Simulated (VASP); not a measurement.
A VASP calculation is set up with these files.

INCAR:
```
SYSTEM = Fe
PREC = Accurate
ENCUT = 400
EDIFF = 1E-6
NELM = 100
ALGO = Normal
LREAL = .FALSE.
LASPH = .TRUE.
ISMEAR = 1
SIGMA = 0.1
GGA = PE
LMAXMIX = 4
ISPIN = 2
MAGMOM = 1.0 1.0 1.0
LORBIT = 10
LWAVE = .FALSE.
LCHARG = .FALSE.
ISIF = 2
```

### POSCAR
```
Fe
1
   -1.4350000000     1.4350000000     1.4350000000
    1.4350000000    -1.4350000000     1.4350000000
    1.4350000000     1.4350000000    -1.4350000000
Fe
1
Direct
  0.0000000000   0.0000000000   0.0000000000
```

### KPOINTS
```
Automatic mesh
0
Gamma
13 13 13
0 0 0
```

POTCAR, in this order: Fe (PBE.64 set). Program: vasp_std.

Problem. One choice in this input is risky. Which, and does it do harm here?

Solution. The risk: MAGMOM holds more values than there are atoms. Here it does no harm: the run (PBE GGA, plane waves, VASP's PBE PAW potentials (set 64)) converges to the same energy and pressure as with the safe setting.
**OSZICAR**
```
       N       E                     dE             d eps       ncg     rms          rms(c)
DAV:   1     0.119720351492E+02    0.11972E+02   -0.35371E+03  3153   0.866E+02
DAV:   2    -0.898668036349E+01   -0.20959E+02   -0.20100E+02  3068   0.117E+02
DAV:   3    -0.922861508510E+01   -0.24193E+00   -0.24093E+00  3346   0.171E+01
DAV:   4    -0.922983603274E+01   -0.12209E-02   -0.12208E-02  3400   0.113E+00
DAV:   5    -0.922984787128E+01   -0.11839E-04   -0.11839E-04  3281   0.974E-02    0.111E+01
DAV:   6    -0.822555234923E+01    0.10043E+01   -0.15840E+01  3192   0.625E+01    0.676E+00
DAV:   7    -0.820303773893E+01    0.22515E-01   -0.13746E+00  3177   0.169E+01    0.323E+00
DAV:   8    -0.823004082827E+01   -0.27003E-01   -0.73432E-02  3701   0.263E+00    0.174E+00
DAV:   9    -0.822610514806E+01    0.39357E-02   -0.29333E-02  3873   0.170E+00    0.872E-01
DAV:  10    -0.822586482720E+01    0.24032E-03   -0.30009E-03  3215   0.784E-01    0.240E-01
DAV:  11    -0.822618697480E+01   -0.32215E-03   -0.29469E-03  3521   0.687E-01    0.511E-02
DAV:  12    -0.822624599647E+01   -0.59022E-04   -0.76628E-05  3290   0.947E-02    0.441E-02
DAV:  13    -0.822625418481E+01   -0.81883E-05   -0.11245E-05  3380   0.369E-02    0.305E-02
DAV:  14    -0.822625621850E+01   -0.20337E-05   -0.27453E-05  3577   0.638E-02    0.154E-02
DAV:  15    -0.822625839695E+01   -0.21785E-05   -0.15941E-06  1698   0.138E-02    0.407E-03
DAV:  16    -0.822625919112E+01   -0.79417E-06   -0.28021E-07  1524   0.677E-03
   1 F= -.82262592E+01 E0= -.82262003E+01  d E =-.176718E-03  mag=     2.2181
```

The compound is Fe in the bcc structure. The cell was not relaxed at this level.
